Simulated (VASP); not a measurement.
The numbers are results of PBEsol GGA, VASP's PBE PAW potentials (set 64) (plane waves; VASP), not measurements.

VASP ran on this input.

### INCAR
```
SYSTEM = ZnO
PREC = Accurate; ENCUT = 530; LREAL = .FALSE.
LASPH = .TRUE.
EDIFF = 1E-6; NELM = 100; ALGO = Normal
LMAXMIX = 4
ISMEAR = 0; SIGMA = 0.05
GGA = PS
IBRION = 2; NSW = 60; ISIF = 3
EDIFFG = -0.02
LWAVE = .FALSE.; LCHARG = .FALSE.
```

### POSCAR
```
ZnO
1
    3.2437349739     0.0000000000     0.0000000000
   -1.6218674870     2.8091573257     0.0000000000
    0.0000000000     0.0000000000     5.2012619199
Zn O
2 2
Direct
  0.3333330000   0.6666670000   0.0001699753
  0.6666670000   0.3333330000   0.5001699753
  0.3333330000   0.6666670000   0.3818300247
  0.6666670000   0.3333330000   0.8818300247
```

KPOINTS:
```
Automatic mesh
0
gamma
 7 7 4
0 0 0
```

POTCAR, in this order: Zn O (PBE.64 set). Program: vasp_std.

What VASP printed:

OSZICAR:
```
       N       E                     dE             d eps       ncg     rms          rms(c)
DAV:   1     0.288579370488E+03    0.28858E+03   -0.19245E+04  1064   0.243E+03
DAV:   2     0.837122079952E+01   -0.28021E+03   -0.27031E+03  1140   0.450E+02
DAV:   3    -0.216058372537E+02   -0.29977E+02   -0.29754E+02  1236   0.155E+02
DAV:   4    -0.222058263317E+02   -0.59999E+00   -0.59901E+00  1182   0.233E+01
DAV:   5    -0.222106093076E+02   -0.47830E-02   -0.47828E-02  1218   0.201E+00    0.145E+01
DAV:   6    -0.193190790128E+02    0.28915E+01   -0.10248E+01  1896   0.713E+01    0.940E+00
DAV:   7    -0.194538004164E+02   -0.13472E+00   -0.23189E+00  1112   0.182E+01    0.555E+00
DAV:   8    -0.194667570072E+02   -0.12957E-01   -0.76787E-01  1596   0.874E+00    0.175E+00
DAV:   9    -0.194075945287E+02    0.59162E-01   -0.16162E-01  1656   0.736E+00    0.378E-01
DAV:  10    -0.194102705986E+02   -0.26761E-02   -0.53962E-02  1084   0.178E+00    0.134E-01
DAV:  11    -0.194102102491E+02    0.60349E-04   -0.19365E-03  1512   0.770E-01    0.371E-02
DAV:  12    -0.194102350828E+02   -0.24834E-04   -0.22649E-04  1340   0.360E-01    0.134E-02
DAV:  13    -0.194102386127E+02   -0.35299E-05   -0.21109E-05  1250   0.956E-02    0.815E-03
DAV:  14    -0.194102396402E+02   -0.10275E-05   -0.35750E-06  1052   0.280E-02    0.696E-03
DAV:  15    -0.194102388017E+02    0.83856E-06   -0.12984E-06   558   0.118E-02
   1 F= -.19410239E+02 E0= -.19410239E+02  d E =-.194102E+02
       N       E                     dE             d eps       ncg     rms          rms(c)
DAV:   1    -0.194109491675E+02   -0.70953E-03   -0.58950E-02  1056   0.246E+00    0.181E-01
DAV:   2    -0.194105669207E+02    0.38225E-03   -0.30542E-03  1422   0.907E-01    0.772E-02
DAV:   3    -0.194104954086E+02    0.71512E-04   -0.85792E-05  1492   0.190E-01    0.434E-02
DAV:   4    -0.194104686011E+02    0.26808E-04   -0.49897E-05  1272   0.842E-02    0.753E-03
DAV:   5    -0.194104684971E+02    0.10397E-06   -0.73290E-06  1074   0.283E-02
   2 F= -.19410468E+02 E0= -.19410468E+02  d E =-.229695E-03
       N       E                     dE             d eps       ncg     rms          rms(c)
DAV:   1    -0.194132297817E+02   -0.27612E-02   -0.32421E-01  1056   0.578E+00    0.423E-01
DAV:   2    -0.194111477473E+02    0.20820E-02   -0.16680E-02  1430   0.211E+00    0.181E-01
DAV:   3    -0.194107540981E+02    0.39365E-03   -0.46411E-04  1492   0.448E-01    0.102E-01
DAV:   4    -0.194106079682E+02    0.14613E-03   -0.27510E-04  1280   0.198E-01    0.176E-02
DAV:   5    -0.194106074802E+02    0.48797E-06   -0.40111E-05  1086   0.663E-02    0.747E-03
DAV:   6    -0.194106076611E+02   -0.18090E-06   -0.12477E-06   576   0.444E-02
   3 F= -.19410608E+02 E0= -.19410608E+02  d E =-.368859E-03
       N       E                     dE             d eps       ncg     rms          rms(c)
DAV:   1    -0.194108344312E+02   -0.22695E-03   -0.25918E-02  1056   0.162E+00    0.120E-01
DAV:   2    -0.194106689056E+02    0.16553E-03   -0.13609E-03  1414   0.605E-01    0.511E-02
DAV:   3    -0.194106376464E+02    0.31259E-04   -0.38531E-05  1492   0.126E-01    0.289E-02
DAV:   4    -0.194106262289E+02    0.11417E-04   -0.21786E-05  1272   0.557E-02    0.509E-03
DAV:   5    -0.194106261578E+02    0.71057E-07   -0.30997E-06   864   0.184E-02
   4 F= -.19410626E+02 E0= -.19410626E+02  d E =-.387356E-03
       N       E                     dE             d eps       ncg     rms          rms(c)
DAV:   1    -0.194109723016E+02   -0.34607E-03   -0.18691E-02  1056   0.133E+00    0.113E-01
DAV:   2    -0.194108045943E+02    0.16771E-03   -0.80494E-04  1338   0.492E-01    0.571E-02
DAV:   3    -0.194107528359E+02    0.51758E-04   -0.38039E-05  1506   0.115E-01    0.274E-02
DAV:   4    -0.194107397490E+02    0.13087E-04   -0.23038E-05  1474   0.642E-02    0.369E-03
DAV:   5    -0.194107400023E+02   -0.25329E-06   -0.41795E-06  1048   0.220E-02
   5 F= -.19410740E+02 E0= -.19410740E+02  d E =-.113844E-03
       N       E                     dE             d eps       ncg     rms          rms(c)
DAV:   1    -0.194126119376E+02   -0.18722E-02   -0.13794E-01  1056   0.360E+00    0.307E-01
DAV:   2    -0.194113705879E+02    0.12413E-02   -0.59917E-03  1338   0.134E+00    0.155E-01
DAV:   3    -0.194109897950E+02    0.38079E-03   -0.28171E-04  1506   0.315E-01    0.748E-02
DAV:   4    -0.194108926590E+02    0.97136E-04   -0.17059E-04  1488   0.176E-01    0.102E-02
DAV:   5    -0.194108946323E+02   -0.19734E-05   -0.30950E-05  1086   0.594E-02    0.574E-03
DAV:   6    -0.194108944906E+02    0.14173E-06   -0.62575E-07   552   0.297E-02
   6 F= -.19410894E+02 E0= -.19410894E+02  d E =-.268333E-03
```

File OUTCAR:
```
------------------------ aborting loop because EDIFF is reached ----------------------------------------
  FORCE on cell =-STRESS in cart. coord.  units (eV):
  Direction    XX          YY          ZZ          XY          YZ          ZX
  --------------------------------------------------------------------------------------
  Total       -0.0039835     -0.0039835      0.0411689      0.0000000     -0.0000000      0.0000000
  in kB       -0.1345391     -0.1345391      1.3904390      0.0000000     -0.0000000      0.0000000
  external PRESSURE =       0.3737869 kB  Pullay stress =       0.0000000 kB
  volume of cell :       47.44
      direct lattice vectors                 reciprocal lattice vectors
     3.238193439  0.000000000  0.000000000     0.308814164  0.178293913 -0.000000000
    -1.619096719  2.804358213 -0.000000000    -0.000000000  0.356587826 -0.000000000
     0.000000000  0.000000000  5.223860549    -0.000000000  0.000000000  0.191429306
  FREE ENERGIE OF THE ION-ELECTRON SYSTEM (eV)
  ---------------------------------------------------
  free  energy   TOTEN  =       -19.4108944906 eV

  energy  without entropy=      -19.4108944906  energy(sigma->0) =      -19.41089449

 reached required accuracy - stopping structural energy minimisation
```
(Selected blocks of OUTCAR.)

File CONTCAR:
```
ZnO
   1.00000000000000
     3.2381934388792248    0.0000000000000987    0.0000000000000000
    -1.6190967194894419    2.8043582133653970   -0.0000000000000000
     0.0000000000000000    0.0000000000000000    5.2238605490674326
  Zn              O
     2     2
Direct
     0.3333330000000032    0.6666669999999968    0.0015315276134727
     0.6666669999999968    0.3333330000000032    0.5015315276134726
     0.3333330000000032    0.6666669999999968    0.3804684723865253
     0.6666669999999968    0.3333330000000032    0.8804684723865253
```

### OUTCAR
```
 val. band max:        1.0846131467   @ k =   0.0000   0.0000   0.0000

 cond. band min:       1.7651036836   @ k =   0.0000   0.0000   0.0000


 Fermi energy:         1.2876586769

 k-point     1 :       0.0000    0.0000    0.0000
  band No.  band energies     occupation
      1     -16.9884      2.00000
      2     -16.2423      2.00000
      3      -4.6694      2.00000
      4      -4.6488      2.00000
      5      -4.6488      2.00000
      6      -4.6066      2.00000
      7      -4.4542      2.00000
      8      -4.4541      2.00000
      9      -3.4379      2.00000
     10      -3.4379      2.00000
     11      -3.2214      2.00000
     12      -3.2214      2.00000
     13      -2.9481      2.00000
     14       0.2778      2.00000
     15       0.2778      2.00000
     16       0.9945      2.00000
     17       1.0846      2.00000
     18       1.0846      2.00000
     19       1.7651      0.00000
     20       6.2126      0.00000
     21       9.1687      0.00000
     22      13.8768      0.00000

 k-point     2 :       0.1429    0.0000    0.0000
  band No.  band energies     occupation
      1     -16.8751      2.00000
      2     -16.1929      2.00000
      3      -4.7798      2.00000
      4      -4.5864      2.00000
      5      -4.5510      2.00000
      6      -4.5198      2.00000
      7      -4.4283      2.00000
      8      -4.3628      2.00000
      9      -3.4856      2.00000
     10      -3.4412      2.00000
     11      -3.2119      2.00000
     12      -3.1434      2.00000
     13      -2.9700      2.00000
     14      -0.4362      2.00000
     15       0.0108      2.00000
     16       0.1281      2.00000
     17       0.8564      2.00000
     18       0.9399      2.00000
     19       2.9977      0.00000
     20       7.0111      0.00000
     21       9.1503      0.00000
     22      12.1633      0.00000

 k-point     3 :       0.2857    0.0000    0.0000
  band No.  band energies     occupation
      1     -16.5972      2.00000
...
```

The compound is ZnO in the wurtzite structure. This run relaxes it. Symmetry was kept, so distortions that lower it aren't found. The start is the result of an earlier pass.
